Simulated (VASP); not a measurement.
Method: PBE GGA, VASP's PBE PAW potentials (set 64) (plane waves; VASP 6.6.1).

The input files of a VASP run:

### KPOINTS
```
Automatic mesh
0
Gamma
10 10 10
0 0 0
```

### INCAR
```
! general
SYSTEM  =  NaF
PREC    =  Accurate
ENCUT   =  600   ! plane-wave cut-off (eV)
LREAL   =  .FALSE.   ! projection in real space or not
LASPH   =  .TRUE.   ! aspherical one-centre terms

! electronic loop
EDIFF   =  1E-7
NELM    =  100
ALGO    =  Normal

! smearing
ISMEAR  =  0   ! Gaussian
SIGMA   =  0.05   ! width (eV)

! functional
GGA     =  PE

! ions
IBRION  =  2   ! conjugate gradients
NSW     =  30   ! most ionic steps
ISIF    =  2   ! forces and stress, cell fixed
EDIFFG  =  -0.01   ! ionic stop

! output
LWAVE   =  .FALSE.
LCHARG  =  .FALSE.
```

POSCAR:
```
NaF
1
    0.0000000000     2.4164305333     2.4164305333
    2.4164305333     0.0000000000     2.4164305333
    2.4164305333     2.4164305333     0.0000000000
Na F
1 1
Direct
  0.0000000000   0.0000000000   0.0000000000
  0.5000000000   0.5000000000   0.5000000000
```

POTCAR, in this order: Na_pv F (PBE.64 set). Program: vasp_std.

### Question
Estimate the energy per atom (σ→0), pressure, band gap (on the k-mesh).

### Answer

- energy per atom (σ→0) = -412.4 kJ/mol of atoms
- band gap (on the k-mesh) = 5.67 eV
- pressure = -3.31 GPa

File OSZICAR:
```
...
DAV:   8    -0.854826434756E+01   -0.10287E-02   -0.35353E-02  1040   0.518E+00    0.137E-01
DAV:   9    -0.854937080501E+01   -0.11065E-02   -0.48129E-03  1160   0.754E-01    0.111E-01
DAV:  10    -0.854924795647E+01    0.12285E-03   -0.74769E-04  1094   0.282E-01    0.603E-03
DAV:  11    -0.854924718744E+01    0.76903E-06   -0.16226E-05  1139   0.103E-01    0.252E-03
DAV:  12    -0.854924741657E+01   -0.22913E-06   -0.17227E-06  1094   0.243E-02    0.148E-03
DAV:  13    -0.854924685507E+01    0.56150E-06   -0.28304E-07  1085   0.742E-03    0.689E-04
DAV:  14    -0.854924690042E+01   -0.45351E-07   -0.37104E-08   637   0.243E-03
   1 F= -.85492469E+01 E0= -.85492469E+01  d E =-.854925E+01
```

The compound is NaF in the rock salt structure. This cell was strained or had an atom moved on purpose.
